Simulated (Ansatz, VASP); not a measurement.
# Ti25C18O18 (Ti3C2O2 MXene, 1 layer): VASP beside Ansatz

Wanted: the spread between two codes on one cell, functional and k mesh. The cell is taken from a series of runs on this material, whose earlier steps may have relaxed, scaled, displaced or heated it; both programs get it as it stands.

Calculated with Ansatz 0.2.0; plane waves, with VASP 6.6.1 beside it; single point at PBE.

## (1) Starting point

The cell holds 61 atoms: 25 Ti, 18 C and 18 O. Its edges and angles: a = 9.120 Å, b = 9.120 Å, c = 20.900 Å, α = 90.0°, β = 90.0°, γ = 120.0°. It derives from Ti3C2O2 (Ti3C2O2 MXene). As first built, before any earlier steps moved the atoms (in the runner's words): 1 layer of Ti3C2O2 MXene (a = 3.04 A), 3 x 3 cells;; 2 Ti removed at random; every coordinate displaced by a Gaussian of 0.03 A Then every atom was moved at random, 0.03 A r.m.s. a Cartesian component (hydrogen 0.6 of that). Vacuum lies along c.

## (2) Ansatz: single point, PBE

Ansatz runs on its default PAW (the set named soft_2) files.

With cell and atoms fixed, the geometry can't cause a difference; cores, projectors, grids and the points listed under the comparison can.

input.yaml reads:

```yaml
crystal:
  lattice:
    - [9.12, 0.0, 0.0]
    - [-4.56, 7.89815, 0.0]
    - [0.0, 0.0, 20.9]
  atoms:
    - { symbol: Ti, position: [0.99345, 0.99194, 0.50112] }
    - { symbol: C, position: [0.10953, 0.21856, 0.56017] }
    - { symbol: C, position: [0.22485, 0.11713, 0.43732] }
    - { symbol: Ti, position: [0.11343, 0.21919, 0.37722] }
    - { symbol: O, position: [0.99888, 0.99751, 0.6655] }
    - { symbol: O, position: [0.00142, 0.99794, 0.33841] }
    - { symbol: Ti, position: [0.99994, 0.32892, 0.49709] }
    - { symbol: C, position: [0.10852, 0.54367, 0.55982] }
    - { symbol: C, position: [0.22817, 0.45133, 0.44107] }
    - { symbol: Ti, position: [0.21805, 0.44315, 0.62349] }
    - { symbol: Ti, position: [0.11215, 0.5508, 0.37942] }
    - { symbol: O, position: [0.9915, 0.32865, 0.66414] }
    - { symbol: O, position: [0.00038, 0.33467, 0.33503] }
    - { symbol: Ti, position: [0.00132, 0.67443, 0.50313] }
    - { symbol: C, position: [0.11494, 0.88763, 0.56064] }
    - { symbol: C, position: [0.21904, 0.77726, 0.441] }
    - { symbol: Ti, position: [0.21398, 0.7738, 0.62334] }
    - { symbol: Ti, position: [0.11442, 0.89228, 0.37813] }
    - { symbol: O, position: [0.99471, 0.66792, 0.66457] }
    - { symbol: O, position: [0.99885, 0.66914, 0.33519] }
    - { symbol: Ti, position: [0.33612, 0.00387, 0.49945] }
    - { symbol: C, position: [0.44779, 0.22446, 0.55806] }
    - { symbol: C, position: [0.5569, 0.11473, 0.43828] }
    - { symbol: Ti, position: [0.55966, 0.11584, 0.62209] }
    - { symbol: Ti, position: [0.44774, 0.22414, 0.38039] }
    - { symbol: O, position: [0.33372, 0.00397, 0.66395] }
    - { symbol: O, position: [0.33943, 0.00468, 0.33623] }
    - { symbol: Ti, position: [0.33123, 0.33849, 0.50094] }
    - { symbol: C, position: [0.44785, 0.55632, 0.56102] }
    - { symbol: C, position: [0.55964, 0.44407, 0.4388] }
    - { symbol: Ti, position: [0.55019, 0.44164, 0.62209] }
    - { symbol: O, position: [0.33497, 0.33484, 0.66241] }
    - { symbol: O, position: [0.33569, 0.3322, 0.33721] }
    - { symbol: Ti, position: [0.33566, 0.66965, 0.50032] }
    - { symbol: C, position: [0.43669, 0.88485, 0.56032] }
    - { symbol: C, position: [0.5453, 0.76615, 0.44362] }
    - { symbol: Ti, position: [0.55322, 0.779, 0.62363] }
    - { symbol: Ti, position: [0.45285, 0.89713, 0.37955] }
    - { symbol: O, position: [0.34254, 0.67381, 0.66632] }
    - { symbol: O, position: [0.33763, 0.66486, 0.33447] }
    - { symbol: Ti, position: [0.66726, 0.00107, 0.50026] }
    - { symbol: C, position: [0.7751, 0.21321, 0.55817] }
    - { symbol: C, position: [0.88749, 0.0959, 0.43912] }
    - { symbol: Ti, position: [0.88909, 0.11443, 0.62295] }
    - { symbol: Ti, position: [0.77635, 0.21726, 0.37815] }
    - { symbol: O, position: [0.65969, 0.00182, 0.6647] }
    - { symbol: O, position: [0.66804, 0.9995, 0.33704] }
    - { symbol: Ti, position: [0.66467, 0.34388, 0.4999] }
    - { symbol: C, position: [0.77028, 0.54649, 0.56262] }
    - { symbol: C, position: [0.8848, 0.44069, 0.43961] }
    - { symbol: Ti, position: [0.89142, 0.4421, 0.62258] }
    - { symbol: Ti, position: [0.78245, 0.55896, 0.3795] }
    - { symbol: O, position: [0.66117, 0.33481, 0.6619] }
    - { symbol: O, position: [0.66094, 0.33237, 0.33522] }
    - { symbol: Ti, position: [0.67153, 0.66526, 0.49987] }
    - { symbol: C, position: [0.78088, 0.89682, 0.56018] }
    - { symbol: C, position: [0.88489, 0.78081, 0.43595] }
    - { symbol: Ti, position: [0.89098, 0.77774, 0.62055] }
    - { symbol: Ti, position: [0.7708, 0.88409, 0.37974] }
    - { symbol: O, position: [0.66801, 0.66333, 0.66345] }
    - { symbol: O, position: [0.66296, 0.66511, 0.33422] }
kpoints:
  mp_grid: { grid: [1, 1, 1] }
hamiltonian:
  xc: pbe
scf:
  occupations: { method: fermi_dirac, width: 0.05 }
output:
  forces: true
  eigenvalues: true
  populations: true
```

Started as:

```sh
$ ansatz run input.yaml --threads 4 --pin off --max-ram 15872MiB --backend cpu --events-out ev --progress --plain --runs-dir out
```

Numbers of over 12 decimals in the logs are rounded to 6 here.

Log:

```text
Engine: ansatz 0.2.0, aarch64-unknown-linux-gnu
Pseudopotentials: kind: paw
Pseudopotential: Ti, paw, valence charge 12, recommended cutoff 420 eV (normal), Ti.paw.azcp
Pseudopotential: C, paw, valence charge 4, recommended cutoff 420 eV (normal), C.paw.azcp
Pseudopotential: O, paw, valence charge 6, recommended cutoff 420 eV (normal), O.paw.azcp
Functional definition: PBE
  parameter kappa = 0.804
  parameter beta = 0.066725
  exchange = pbe_x(kappa = kappa, mu = beta*pi^2/3)
  correlation = pbe_c(beta = beta)
Crystal: 61 atoms, lattice volume = 1505.451 Å³
Basis set: ecut = 420 eV, 29385 PW (Γ), exchange–correlation on 128×128×288 points (8 copies of the dense FFT grid, shifted against one another)
Bands: 301, of which v1, the nominal top of the filled ones, is band 240 counted from 1 (239 counted from 0)
Symmetry: 1 space group operations
Space group: P1 (ITA 1), of the structure as read, at distance tolerance 1.1e-4 Å
k-points: 1
Non-local potential: Ti, projectors of the file, l = 0: 3, l = 1: 2, l = 2: 3, l = 3: 1
Non-local potential: C, projectors of the file, l = 0: 2, l = 1: 2, l = 2: 1
Non-local potential: O, projectors of the file, l = 0: 2, l = 1: 2, l = 2: 1
PAW form: soft (Blöchl's): semilocal exchange-correlation on the pseudo side does not see the compensation charge
PAW one-centre angular grid: Ti, 590 points (default); XC on 64 Gauss nodes
PAW one-centre angular grid: C, 110 points (default); XC on 64 Gauss nodes
PAW one-centre angular grid: O, 110 points (default); XC on 64 Gauss nodes
Initial density: superposition of atomic densities (neutral atoms: chi_scale 0, normalization atom), corrected by the library's trained network
Initial wavefunctions: pseudopotential atomic-orbital guess
Functional: x = pbe(κ = 0.804, μ = 0.219515), c = pbe(β = 0.066725)
SCF iter   1: F=—  HF=-77260.725905 eV  |F-HF|=—  |Δ(HF+E_count)|=         —  Δρ=7.59e-3  dr2=2.78e0  ethr=1.77e-3  ⟨swp⟩=6.0  Hψ=1217  notcnv=0  defer=34
preconditioner: auto → LDOS  [metal: Δε(μ)=0.056 eV  Ē_g=7.968 eV  σ=0.050 eV  W_gap=0.26  n_scr=296 (ndim 8)  ℏωp=16.0 eV  f_vac=0.556  D(μ)=24.82/eV (n_scr^D=148)  β→1.0]
SCF iter   2: F=—  HF=-77260.622757 eV  |F-HF|=—  |Δ(HF+E_count)|=   1.03e-1  Δρ=7.38e-3  dr2=1.32e0  ethr=5.78e-4  ⟨swp⟩=2.0  Hψ=473  notcnv=0  defer=43
SCF iter   3: F=—  HF=-77260.466957 eV  |F-HF|=—  |Δ(HF+E_count)|=   1.56e-1  Δρ=2.24e-3  dr2=1.55e-1  ethr=2.75e-4  ⟨swp⟩=4.0  Hψ=394  notcnv=0  defer=43
SCF iter   4: F=—  HF=-77260.458196 eV  |F-HF|=—  |Δ(HF+E_count)|=   8.76e-3  Δρ=1.11e-3  dr2=3.96e-2  ethr=3.23e-5  ⟨swp⟩=2.0  Hψ=404  notcnv=0  defer=43
SCF iter   5: F=—  HF=-77260.456404 eV  |F-HF|=—  |Δ(HF+E_count)|=   1.79e-3  Δρ=6.16e-4  dr2=9.99e-3  ethr=8.25e-6  ⟨swp⟩=2.0  Hψ=373  notcnv=0  defer=43
SCF iter   6: F=—  HF=-77260.456277 eV  |F-HF|=—  |Δ(HF+E_count)|=   1.27e-4  Δρ=3.58e-4  dr2=3.33e-3  ethr=2.08e-6  ⟨swp⟩=2.0  Hψ=387  notcnv=0  defer=43
SCF iter   7: F=—  HF=-77260.455995 eV  |F-HF|=—  |Δ(HF+E_count)|=   2.83e-4  Δρ=2.07e-4  dr2=1.03e-3  ethr=6.94e-7  ⟨swp⟩=2.0  Hψ=325  notcnv=0  defer=43
SCF iter   8: F=—  HF=-77260.456075 eV  |F-HF|=—  |Δ(HF+E_count)|=   8.08e-5  Δρ=1.19e-4  dr2=3.25e-4  ethr=2.15e-7  ⟨swp⟩=3.0  Hψ=391  notcnv=0  defer=43
SCF iter   9: F=—  HF=-77260.456153 eV  |F-HF|=—  |Δ(HF+E_count)|=   7.72e-5  Δρ=5.42e-5  dr2=7.24e-5  ethr=6.76e-8  ⟨swp⟩=3.0  Hψ=424  notcnv=0  defer=43
SCF iter  10: F=—  HF=-77260.457975 eV  |F-HF|=—  |Δ(HF+E_count)|=   1.82e-3  Δρ=2.80e-5  dr2=2.17e-5  ethr=1.51e-8  ⟨swp⟩=2.0  Hψ=367  notcnv=0  defer=43
SCF iter  11: F=—  HF=-77260.457978 eV  |F-HF|=—  |Δ(HF+E_count)|=   2.53e-6  Δρ=1.64e-5  dr2=7.65e-6  ethr=4.52e-9  ⟨swp⟩=2.0  Hψ=371  notcnv=0  defer=43
SCF iter  12: F=—  HF=-77260.457982 eV  |F-HF|=—  |Δ(HF+E_count)|=   3.93e-6  Δρ=9.01e-6  dr2=2.09e-6  ethr=1.59e-9  ⟨swp⟩=2.0  Hψ=357  notcnv=0  defer=43
SCF iter  13: F=—  HF=-77260.457982 eV  |F-HF|=—  |Δ(HF+E_count)|=   7.26e-7  Δρ=4.74e-6  dr2=5.64e-7  ethr=4.36e-10  ⟨swp⟩=2.0  Hψ=366  notcnv=0  defer=43
SCF iter  14: F=-77260.457983 eV  HF=-77260.457983 eV  |F-HF|=4.01e-7  |Δ(HF+E_count)|=   5.73e-7  Δρ=2.13e-6  dr2=9.08e-8  ethr=2.08e-11  ⟨swp⟩=13.0  Hψ=1606  notcnv=0
SCF 1 converged in 14 iterations: F = -77260.457983 eV  dr2 = 9.08e-8
  greatest PAW one-centre occupation: 0.999 electrons in one spin orbital (limit 2), on the Ti atom at site 30 (counted from 0), in its partial waves of l = 0
SCF converged after 14 iterations
Free energy (F): -77260.457983 eV
Harris-Foulkes:  -77260.457983 eV  (|F-HF|=4.01e-7)
Internal energy: -77260.250111 eV  (E = F + TS)
E sigma→0 (E₀):  -77260.354047 eV
Entropy (-TS):   -0.207873 eV (-3.408 meV/atom)
Fermi energy:    1.082187 eV
--- Per-component energies (eV) ---
  E_band       = -8838.439160
  E_kinetic    = 11548.910396
  E_local      = -398069.003637  (includes V_loc(G=0)·N_el)
  E_nonlocal   = 1461.990686
  E_hartree    = 193512.080478
  E_xc         = -4656.127120
  E_vxc        = -5850.509810  (∫ρ·V_xc dr)
  E_paw        = -30766.829745  (= ΣΔE_a)
  E_vpaw       = -4954.031779  (= ΣTr[D̂ρ^β])
  E_aug_tail   = 0.046923  (compensation charges beyond the density's cutoff)
  E_ewald      = 149708.681908
  E_smearing   = -0.207873  (= −TS)
  E_closure    = 0.000000  (closes the sum)
  Σ components = -77260.457983   (vs F -77260.457983, Δ=0.00e0)
--- Forces (eV/Å), atoms counted from 1 ---
  atom   1  Ti     0.75337092     1.33990566     0.15915441
  atom   2  C     -0.58731380     0.56452873    -1.22223356
  atom   3  C      0.03857564    -0.84508078     2.17978899
  atom   4  Ti     1.76275553     1.69061581    -2.06908253
  atom   5  O     -2.11096719    -0.84116224    -1.59787364
  atom   6  O     -0.26794809     0.00474279    -0.40098784
  atom   7  Ti    -0.06014824     0.19096156     0.73624277
  atom   8  C     -0.90238718     0.75072060    -0.35537938
  atom   9  C     -0.88744542    -0.79904082     1.04727566
  atom  10  Ti     2.48448251    -1.14090282     1.32239388
  atom  11  Ti     1.93247531     1.67641948    -2.77589145
  atom  12  O      0.24868588     0.63232998     0.43609941
  atom  13  O     -0.21246714    -0.44785927     0.65058685
  atom  14  Ti     0.59299363    -0.91916432    -0.91548560
  atom  15  C     -0.48127998    -0.72906133    -1.46760379
  atom  16  C      0.11347697     0.20354505     1.05215835
  atom  17  Ti     0.50692091     3.00114239     1.60803689
  atom  18  Ti     0.24232135    -0.40822274    -1.40604523
  atom  19  O      0.55620570    -0.90065138    -0.06809291
  atom  20  O      0.50552988    -0.00325911     0.79062923
  atom  21  Ti    -0.66287285     0.07265576     0.62659774
  atom  22  C      0.02758104     0.00239725    -1.26210050
  atom  23  C      0.55255175    -0.30303564     1.63387011
  atom  24  Ti    -3.07524664    -1.38075832     1.63531251
[...]
atom  54  O      1.24388290    -0.08848159     0.58683279
  atom  55  Ti    -1.44607130    -0.09640971    -0.09591661
  atom  56  C     -0.08953444    -0.87310506    -1.10362586
  atom  57  C      0.98995493    -0.52791432     2.67768371
  atom  58  Ti    -0.43866705     2.26147706     2.53604640
  atom  59  Ti     0.54378660    -2.63156532    -2.58508597
  atom  60  O     -0.50901947     0.64152977    -0.35149129
  atom  61  O      1.86510447     1.08590207     1.73411569
  max |Σ_I F_I| component: 2.06e-4 eV/Å
--- Band table (eV) ---
  k-point 0: bands = [... 236 lower, 0.6975, 0.9666, 1.0156, 1.0288, 1.0711, 1.5325, 1.6552, 1.7486, ... 57 higher]
--- Löwdin populations: 61 sites ---
  site symbol       q [e]
     0     Ti     11.1269
     1      C      4.6677
     2      C      4.8270
     3     Ti     10.8714
     4      O      6.5238
     5      O      6.5602
     6     Ti     11.1469
     7      C      4.8606
     8      C      4.6812
     9     Ti     10.8719
    10     Ti     10.8784
    11      O      6.5615
    12      O      6.5879
    13     Ti     11.1300
    14      C      4.7036
    15      C      4.8389
    16     Ti     10.8762
    17     Ti     10.8728
    18      O      6.5623
    19      O      6.5835
    20     Ti     11.1159
    21      C      4.6854
    22      C      4.8580
    23     Ti     10.8818
[...]
53      O      6.5771
    54     Ti     11.1185
    55      C      4.8382
    56      C      4.8364
    57     Ti     10.8867
    58     Ti     10.8951
    59      O      6.5852
    60      O      6.5120
  spilling = 0.003257 (of n_electrons = 480.000000)
```

## (3) VASP: single point, PBE

The same cell, functional, mesh and smearing now go to VASP, with its own data sets.

Lines of VASP's logs that name or quote its potential files are left out, and so is its time.

INCAR reads:

```
SYSTEM = Ti25C18O18
PREC = Accurate
ENCUT = 520
EDIFF = 1E-06
NELM = 120
ISMEAR = -1
SIGMA = 0.05
LREAL = Auto
ALGO = Normal
GGA = PE
NBANDS = 288
LASPH = .TRUE.
LORBIT = 11
LWAVE = .FALSE.
LCHARG = .FALSE.
ISIF = 2
GGA_COMPAT = .FALSE.
NCORE = 2
```

POSCAR reads:

```
Ti25C18O18
1.0
    9.1200000000      0.0000000000      0.0000000000
   -4.5600000000      7.8981500000      0.0000000000
    0.0000000000      0.0000000000     20.9000000000
Ti C O
25 18 18
Direct
    0.9934500000      0.9919400000      0.5011200000
    0.1134300000      0.2191900000      0.3772200000
    0.9999400000      0.3289200000      0.4970900000
    0.2180500000      0.4431500000      0.6234900000
    0.1121500000      0.5508000000      0.3794200000
    0.0013200000      0.6744300000      0.5031300000
    0.2139800000      0.7738000000      0.6233400000
    0.1144200000      0.8922800000      0.3781300000
    0.3361200000      0.0038700000      0.4994500000
    0.5596600000      0.1158400000      0.6220900000
    0.4477400000      0.2241400000      0.3803900000
    0.3312300000      0.3384900000      0.5009400000
    0.5501900000      0.4416400000      0.6220900000
    0.3356600000      0.6696500000      0.5003200000
    0.5532200000      0.7790000000      0.6236300000
    0.4528500000      0.8971300000      0.3795500000
    0.6672600000      0.0010700000      0.5002600000
    0.8890900000      0.1144300000      0.6229500000
    0.7763500000      0.2172600000      0.3781500000
    0.6646700000      0.3438800000      0.4999000000
    0.8914200000      0.4421000000      0.6225800000
    0.7824500000      0.5589600000      0.3795000000
    0.6715300000      0.6652600000      0.4998700000
    0.8909800000      0.7777400000      0.6205500000
    0.7708000000      0.8840900000      0.3797400000
    0.1095300000      0.2185600000      0.5601700000
    0.2248500000      0.1171300000      0.4373200000
    0.1085200000      0.5436700000      0.5598200000
    0.2281700000      0.4513300000      0.4410700000
    0.1149400000      0.8876300000      0.5606400000
    0.2190400000      0.7772600000      0.4410000000
    0.4477900000      0.2244600000      0.5580600000
    0.5569000000      0.1147300000      0.4382800000
    0.4478500000      0.5563200000      0.5610200000
    0.5596400000      0.4440700000      0.4388000000
    0.4366900000      0.8848500000      0.5603200000
    0.5453000000      0.7661500000      0.4436200000
    0.7751000000      0.2132100000      0.5581700000
    0.8874900000      0.0959000000      0.4391200000
    0.7702800000      0.5464900000      0.5626200000
    0.8848000000      0.4406900000      0.4396100000
    0.7808800000      0.8968200000      0.5601800000
    0.8848900000      0.7808100000      0.4359500000
    0.9988800000      0.9975100000      0.6655000000
    0.0014200000      0.9979400000      0.3384100000
    0.9915000000      0.3286500000      0.6641400000
    0.0003800000      0.3346700000      0.3350300000
    0.9947100000      0.6679200000      0.6645700000
    0.9988500000      0.6691400000      0.3351900000
    0.3337200000      0.0039700000      0.6639500000
    0.3394300000      0.0046800000      0.3362300000
    0.3349700000      0.3348400000      0.6624100000
    0.3356900000      0.3322000000      0.3372100000
    0.3425400000      0.6738100000      0.6663200000
    0.3376300000      0.6648600000      0.3344700000
    0.6596900000      0.0018200000      0.6647000000
    0.6680400000      0.9995000000      0.3370400000
    0.6611700000      0.3348100000      0.6619000000
    0.6609400000      0.3323700000      0.3352200000
    0.6680100000      0.6633300000      0.6634500000
    0.6629600000      0.6651100000      0.3342200000
```

KPOINTS reads:

```
Automatic mesh
0
Gamma
1 1 1
0 0 0
```

PAW data sets: Ti_sv, C and O (PBE family, release 64).

Started as:

```sh
$ mpirun -np 8 vasp_gam
```

Log:

```text
[banner, memory and clock lines left out]
running    8 mpi-ranks, on    1 nodes
[...]
LDA part: xc-table for (Slater+PW92), standard interpolation
 POSCAR, INCAR and KPOINTS ok, starting setup
[...]
entering main loop
       N       E                     dE             d eps       ncg     rms          rms(c)
DAV:   1     0.832782372691E+04    0.83278E+04   -0.26856E+05   640   0.182E+03
DAV:   2     0.117396331686E+04   -0.71539E+04   -0.68861E+04   632   0.564E+02
DAV:   3    -0.445137477330E+03   -0.16191E+04   -0.15380E+04   808   0.240E+02
DAV:   4    -0.674004449716E+03   -0.22887E+03   -0.22553E+03   880   0.897E+01
[...]
DAV:  35    -0.533782255807E+03   -0.40615E-05   -0.16974E-07   336   0.743E-04    0.345E-04
DAV:  36    -0.533782257601E+03   -0.17944E-05   -0.94900E-08   336   0.578E-04    0.143E-04
DAV:  37    -0.533782258234E+03   -0.63241E-06   -0.40247E-08   312   0.476E-04
   1 F= -.53378226E+03 E0= -.53367828E+03  d E =-.207950E+00
```

Parts of OUTCAR (step 3):

```text
  Total        6.2874563      5.7340716      7.8607398     -0.2991469     -0.4704364      1.5708337
  in kB        6.6914319      6.1024916      8.3658004     -0.3183674     -0.5006624      1.6717614
  external PRESSURE =       7.0532413 kB  Pullay stress =       0.0000000 kB

 POSITION                                       TOTAL-FORCE (eV/Angst)
 -----------------------------------------------------------------------------------
      4.53702      7.83449     10.47341         0.764988      1.335393      0.155988
      0.03498      1.73120      7.88390         1.746622      1.703512     -2.024894
      7.61958      2.59786     10.38918        -0.068561      0.187329      0.728764
     -0.03215      3.50007     13.03094         2.481510     -1.133195      1.289228
     -1.48884      4.35030      7.92988         1.925846      1.683264     -2.735797
     -3.06336      5.32675     10.51542         0.583910     -0.917977     -0.916909
     -1.57703      6.11159     13.02781         0.512599      3.009542      1.583760
     -3.02529      7.04736      7.90292         0.263330     -0.423560     -1.361492
      3.04777      0.03057     10.43851        -0.662469      0.077391      0.619296
      4.57587      0.91492     13.00168        -3.075819     -1.371948      1.576575
      3.06131      1.77029      7.95015        -1.814581      1.602256     -2.803061
      1.47730      2.67344     10.46965         0.651548     -0.517711     -0.185712
      3.00385      3.48814     13.00168        -1.603969     -0.730690      1.717533
      0.00762      5.28900     10.45669        -0.110380     -0.577462      0.160970
[...]
-----------------------------------------------------------------------------------
    total drift:                                0.051368      0.018855      0.051229

  FREE ENERGIE OF THE ION-ELECTRON SYSTEM (eV)
  ---------------------------------------------------
  free  energy   TOTEN  =      -533.7822582336 eV

  energy  without entropy=     -533.5743078178  energy(sigma->0) =     -533.67828303

[... 3 further parts left out ...]
[key lines of the parts left out:]
E-fermi :  -0.8946
```

## (4) Differences

Known differences besides the potentials themselves: the cutoff is 420 eV in Ansatz and 520 eV in VASP (PREC = Accurate, projectors in real space). Total energies have different zeros and are not compared.

Forces on 10 of the 61 atoms, those with the largest forces and the largest differences (eV/Å; atoms numbered as in POSCAR):

```csv
atom,"Ansatz x, y, z","VASP x, y, z"
Ti5,"1.932, 1.676, -2.776","1.926, 1.683, -2.736"
Ti10,"-3.075, -1.381, 1.635","-3.076, -1.372, 1.577"
Ti11,"-1.815, 1.603, -2.852","-1.815, 1.602, -2.803"
Ti16,"-0.779, -3.060, -2.127","-0.789, -3.089, -2.074"
Ti18,"2.628, -2.240, 1.470","2.647, -2.261, 1.439"
Ti22,"-2.454, 0.480, -3.121","-2.470, 0.471, -3.081"
Ti25,"0.544, -2.632, -2.585","0.546, -2.639, -2.531"
O46,"0.249, 0.632, 0.436","0.263, 0.637, 0.504"
O52,"-0.624, 1.665, -0.855","-0.631, 1.612, -0.806"
O57,"-0.216, 0.265, -0.121","-0.210, 0.258, -0.194"
```

The forces differ by 24 meV/Å r.m.s., which is 2.0 % of the r.m.s. force of 1.232 eV/Å (both taken over all components).

## (5) Results

```json
{"r.m.s. force difference (single point, PBE)": "2.0 % of the r.m.s. force"}
```

**Reading.** The r.m.s. force difference is 2.0 % of the r.m.s. force (single point, PBE), within the 3 % picked in this series as the mark of a large difference. How closely two codes agree says nothing of how well the functional describes the real material.

[Lines on the potential files, build, host, timing and source positions are cut from VASP's logs without a mark.]

[Logs are printed without paths, hosts, clocks, repeated set-up lines and the standing remarks that a program may print on its own settings, such as how far it seeks lower states.]

[Hosts, paths, dates, database ids (printed as entryN), source tags and the programs' standing remarks are cut or masked in the printed files.]
